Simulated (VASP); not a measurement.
```yaml
crystal:
  lattice:
    - [6.20424, 0.00000, 0.00000]
    - [0.00000, 6.20424, 0.00000]
    - [0.00000, 0.00000, 6.20424]
  atoms:
    - { symbol: W, position: [0.00000, 0.00000, 0.00000] }
    - { symbol: W, position: [0.50000, 0.50000, 0.00000] }
    - { symbol: W, position: [0.00000, 0.50000, 0.50000] }
    - { symbol: W, position: [0.50000, 0.00000, 0.50000] }
    - { symbol: Se, position: [0.35905, 0.35905, 0.35905] }
    - { symbol: Se, position: [0.85905, 0.14095, 0.64095] }
    - { symbol: Se, position: [0.64095, 0.85905, 0.14095] }
    - { symbol: Se, position: [0.14095, 0.64095, 0.85905] }
    - { symbol: Se, position: [0.64095, 0.64095, 0.64095] }
    - { symbol: Se, position: [0.14095, 0.85905, 0.35905] }
    - { symbol: Se, position: [0.35905, 0.14095, 0.85905] }
    - { symbol: Se, position: [0.85905, 0.35905, 0.14095] }
```

Computed with r2SCAN meta-GGA, VASP's PBE PAW potentials (set 64) (plane waves; VASP 6.6.1). Run with 400 eV cut-off, 6×6×6 Γ-centred mesh, tetrahedra with Blöchl corrections, potentials W_sv Se.

The cores are frozen, which limits the accuracy of field gradients.

Q: Give the principal components of the electric field gradient (V/Å²) and the asymmetry η at each nucleus.

A: 
```
atom    Vxx    Vyy    Vzz     η
----  -----  -----  -----  ----
W1    -64.2  -64.2  128.4  0.00
W2    -64.2  -64.2  128.4  0.00
W3    -64.2  -64.2  128.4  0.00
W4    -64.2  -64.2  128.4  0.00
Se5   -27.0  -27.0   54.1  0.00
Se6   -27.0  -27.0   54.1  0.00
Se7   -27.0  -27.0   54.1  0.00
Se8   -27.0  -27.0   54.1  0.00
Se9   -27.0  -27.0   54.1  0.00
Se10  -27.0  -27.0   54.1  0.00
Se11  -27.0  -27.0   54.1  0.00
Se12  -27.0  -27.0   54.1  0.00
```

The structure was generated: WSe2 was put into the pyrite type (Pa-3), which need not be its known phase. It was relaxed first, which changed the volume by -7 %.
